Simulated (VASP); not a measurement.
# Mg3SbAs: single point with LDA

Mg3SbAs:

```
As Sb Mg
1.0
     5.84000    0.00000    0.00000
     0.00000    5.84000    0.00000
     0.00000    0.00000    5.84000
As Sb Mg
1 1 3
Cartesian
  0.0000 0.0000 0.0000
  2.9200 2.9200 2.9200
  2.9200 2.9200 0.0000
  2.9200 0.0000 2.9200
  0.0000 2.9200 2.9200
```

The cell comes from a database or a generator and needn't be the stable form of this composition.

```yaml
Program: VASP 6.6.1
Task: single point
Functional: LDA
Potentials_or_basis: VASP PAW LDA potentials, release 64 (As, Sb, Mg)
Cutoff: 520 eV
k_mesh: 4 × 4 × 4
Occupations: gaussian, width 0.05 eV
Spin: no spin polarisation
Dipole_correction: no
Further_INCAR_settings: ALGO = Normal; EDIFF = 1e-06; NBANDS = 16
```

The pressure is -6.3 GPa and the band gap on the k mesh is none (metal or under the smearing width).

Levels at points of the mesh, in eV from the Fermi level:
```tsv
k point	band 5	band 6	band 7	band 8	band 9	band 10	band 11	band 12
(0.00, 0.00, 0.00)	-2.55	-0.89	-0.33	-0.33	0.12	0.12	0.12	4.15
(0.50, 0.00, 0.00)	-2.37	-1.65	-0.18	-0.18	-0.04	1.68	2.47	2.50
(0.50, 0.50, 0.00)	-2.26	-0.27	-0.13	-0.13	0.08	0.70	2.27	2.27
(0.50, 0.50, 0.50)	-3.47	-1.07	-1.07	-1.07	2.90	2.90	2.90	3.18
```

Wall time 26 s on 1 thread of Intel(R) Xeon(R) Platinum 8488C (Sapphire Rapids), with other jobs on the host, peak memory 0.27 GiB.

The run has no spin-orbit coupling, so splittings on Sb are missing.
